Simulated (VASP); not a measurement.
Energy against volume of Si (diamond). Method: HSEsol screened hybrid, VASP's PBE PAW potentials (set 64) (plane waves; VASP 6.6.1). Numerical set-up: 520 eV cut-off, 6×6×6 Γ-centred mesh, Gaussian smearing of 0.050 eV, potentials Si.

| V (Å³/atom) | E (eV/atom) |
|---|---|
| 18.602 | -6.46522 |
| 19.216 | -6.48613 |
| 19.829 | -6.49280 |
| 20.442 | -6.48721 |

Task: Fit these four points and predict the energy of the run at 21.055 Å³/atom.

Result: A cubic in V^(−2/3), the third-order Birch-Murnaghan form, passes through the four points with V0 = 19.84 Å³/atom and B0 = 103 GPa, and gives -6.4710 eV/atom there. The run gave -6.4714 eV/atom, -0.3 meV/atom from the fit; all five points give B0 = 102 GPa.

The compound is Si in the diamond structure. It was relaxed first. The cell's shape comes from a PBE relaxation.
